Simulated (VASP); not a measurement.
Level of theory: PBE GGA, VASP's PBE PAW potentials (set 64) (plane waves; VASP).

VASP ran on this input.

**KPOINTS**
```
Automatic mesh
0
Gamma
11 11 6
0 0 0
```

File POSCAR:
```
Er
1
    1.7914734325    -3.1029225595    -0.0000000000
    1.7914734325     3.1029225595    -0.0000000000
   -0.0000000000     0.0000000000     5.5347515905
Er
2
Direct
  0.3333330000   0.6666670000   0.2500000000
  0.6666670000   0.3333330000   0.7500000000
```

INCAR:
```
SYSTEM = Er
PREC = Accurate
ENCUT = 400
EDIFF = 1E-8
NELM = 100
ALGO = Normal
LREAL = .FALSE.
LASPH = .TRUE.
ISMEAR = 1
SIGMA = 0.1
GGA = PE
LMAXMIX = 6
LWAVE = .FALSE.
LCHARG = .FALSE.
IBRION = 1
ISIF = 2
NSW = 30
EDIFFG = -0.001
```

POTCAR, in this order: Er_3 (PBE.64 set). Program: vasp_std.

The resulting files:

### OUTCAR
```
 ion  position               nearest neighbor table
   1  0.333  0.667  0.250-   2 3.46   2 3.46   2 3.46   2 3.46   2 3.46   2 3.46
   2  0.667  0.333  0.750-   1 3.46   1 3.46   1 3.46   1 3.46   1 3.46   1 3.46
  LATTYP: Found a hexagonal cell.
 ALAT       =     3.5829464788
 C/A-ratio  =     1.5447486094
 Subroutine PRICEL returns:
 Original cell was already a primitive cell.
 Subroutine GETGRP returns: Found 24 space group operations
The static configuration has the point symmetry D_3d.
 The point group associated with its full space group is D_6h.
The dynamic configuration has the point symmetry D_3d.
 Subroutine INISYM returns: Found 24 space group operations
 Subroutine IBZKPT returns following result:
 Found     64 irreducible k-points:

 Following reciprocal coordinates:
            Coordinates               Weight
  0.000000  0.000000  0.000000      1.000000
  0.090909 -0.000000  0.000000      6.000000
  0.181818 -0.000000  0.000000      6.000000
  0.272727 -0.000000  0.000000      6.000000
  0.363636 -0.000000  0.000000      6.000000
  0.454545 -0.000000  0.000000      6.000000
  0.090909  0.090909  0.000000      6.000000
  0.181818  0.090909  0.000000     12.000000
  0.272727  0.090909  0.000000     12.000000
  0.363636  0.090909  0.000000     12.000000
  0.454545  0.090909  0.000000      6.000000
  0.181818  0.181818  0.000000      6.000000
  0.272727  0.181818  0.000000     12.000000
  0.363636  0.181818  0.000000     12.000000
  0.272727  0.272727  0.000000      6.000000
  0.363636  0.272727  0.000000      6.000000
  0.000000  0.000000  0.166667      2.000000
  0.090909 -0.000000  0.166667     12.000000
  0.181818 -0.000000  0.166667     12.000000
  0.272727 -0.000000  0.166667     12.000000
  0.363636 -0.000000  0.166667     12.000000
  0.454545 -0.000000  0.166667     12.000000
...
```

OSZICAR:
```
       N       E                     dE             d eps       ncg     rms          rms(c)
DAV:   1     0.404091216329E+02    0.40409E+02   -0.78208E+03  2861   0.117E+03
DAV:   2    -0.678981832454E+01   -0.47199E+02   -0.46083E+02  2809   0.483E+02
DAV:   3    -0.888473507602E+01   -0.20949E+01   -0.19994E+01  2962   0.532E+01
DAV:   4    -0.899128310433E+01   -0.10655E+00   -0.92466E-01  3021   0.102E+01
DAV:   5    -0.899625752442E+01   -0.49744E-02   -0.49181E-02  2836   0.173E+00    0.244E+01
DAV:   6    -0.899102295490E+01    0.52346E-02   -0.32058E-02  2782   0.340E+00    0.145E+01
DAV:   7    -0.900028066198E+01   -0.92577E-02   -0.54751E-02  2711   0.442E+00    0.375E-01
DAV:   8    -0.900007527125E+01    0.20539E-03   -0.36145E-03  2719   0.869E-01    0.997E-02
DAV:   9    -0.900008294012E+01   -0.76689E-05   -0.19989E-04  2836   0.196E-01    0.323E-02
DAV:  10    -0.900007675549E+01    0.61846E-05   -0.27525E-05  2832   0.668E-02    0.437E-02
DAV:  11    -0.900007761665E+01   -0.86116E-06   -0.23929E-06  2756   0.192E-02    0.457E-03
DAV:  12    -0.900007790976E+01   -0.29311E-06   -0.33577E-07  2971   0.691E-03    0.195E-03
DAV:  13    -0.900007786344E+01    0.46321E-07   -0.91481E-09  1662   0.182E-03    0.434E-04
DAV:  14    -0.900007786095E+01    0.24929E-08   -0.19870E-09  1492   0.136E-03
   1 F= -.90000779E+01 E0= -.90010469E+01  d E =-.900008E+01
```

### OUTCAR
```
------------------------ aborting loop because EDIFF is reached ----------------------------------------
  FORCE on cell =-STRESS in cart. coord.  units (eV):
  Direction    XX          YY          ZZ          XY          YZ          ZX
  --------------------------------------------------------------------------------------
  Total       -0.0055410     -0.0055410      0.0139274      0.0000000      0.0000000     -0.0000000
  in kB       -0.1442741     -0.1442741      0.3626367      0.0000000      0.0000000     -0.0000000
  external PRESSURE =       0.0246962 kB  Pullay stress =       0.0000000 kB
  volume of cell :       61.53
      direct lattice vectors                 reciprocal lattice vectors
     1.791473432 -3.102922560  0.000000000     0.279099869 -0.161138408  0.000000000
     1.791473432  3.102922560  0.000000000     0.279099869  0.161138408  0.000000000
     0.000000000  0.000000000  5.534751590     0.000000000  0.000000000  0.180676582
 POSITION                                       TOTAL-FORCE (eV/Angst)
 -----------------------------------------------------------------------------------
      1.79147      1.03431      1.38369         0.000000     -0.000000      0.000000
      1.79147     -1.03431      4.15106        -0.000000      0.000000      0.000000
 -----------------------------------------------------------------------------------
    total drift:                                0.000000      0.000088     -0.000011
  FREE ENERGIE OF THE ION-ELECTRON SYSTEM (eV)
  ---------------------------------------------------
  free  energy   TOTEN  =        -9.0000778609 eV

  energy  without entropy=       -9.0029848500  energy(sigma->0) =       -9.00104686

 reached required accuracy - stopping structural energy minimisation
```
(Selected blocks of OUTCAR.)

The 4f electrons are frozen in the core of the lanthanide potential, so 4f levels, which can set the real gap, and their magnetism are missing.

The compound is Er in the hcp structure. It was relaxed first. The start is the result of an earlier pass.
